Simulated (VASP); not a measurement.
Na6BN: equation of state with PBE

The system is Na6BN.

```
CELL_PARAMETERS angstrom
0.00000 5.01586 5.01586
5.01586 0.00000 5.01586
5.01586 5.01586 0.00000
ATOMIC_POSITIONS crystal
Na 0.73459 0.26541 0.73459
Na 0.26541 0.26541 0.73459
Na 0.26541 0.73459 0.26541
Na 0.26541 0.73459 0.73459
Na 0.73459 0.26541 0.26541
Na 0.73459 0.73459 0.26541
B 0.00000 0.00000 0.00000
N 0.50000 0.50000 0.50000
```

The cell was built by a generator and needn't be a form met in nature.

```
Program                : VASP 6.6.1
Task                   : equation of state
Functional             : PBE
Potentials or basis    : VASP PAW PBE potentials, release 64 (Na_pv, B, N)
Cutoff                 : 520 eV
k mesh                 : 5 × 5 × 5
Occupations            : fermi-dirac, width 0.05 eV
Spin                   : no spin polarisation
Further INCAR settings : ALGO = Normal; EDIFF = 1e-07; NBANDS = 35
```

| Quantity | Value |
| --- | --- |
| Equilibrium volume | 31.70 Å³/atom |
| Bulk modulus at fixed shape and positions | 15.4 GPa |
| Pressure derivative of the bulk modulus | 4.1 |

Energy against volume, from the lowest point:
```tsv
volume (Å³/atom)	energy (meV/atom)
29.655	7.06
30.286	3.23
30.917	0.93
31.548	0.00
32.179	0.31
32.810	1.73
33.441	4.17
```

All runs of the series together: 13 min on 1 thread of AMD EPYC 9R45 96-Core Processor (Zen 5), with other jobs on the host.

Caveat: the cell was scaled at fixed shape and fractional positions, which overstates the stiffness of a crystal with free parameters, most of all of layers and chains.
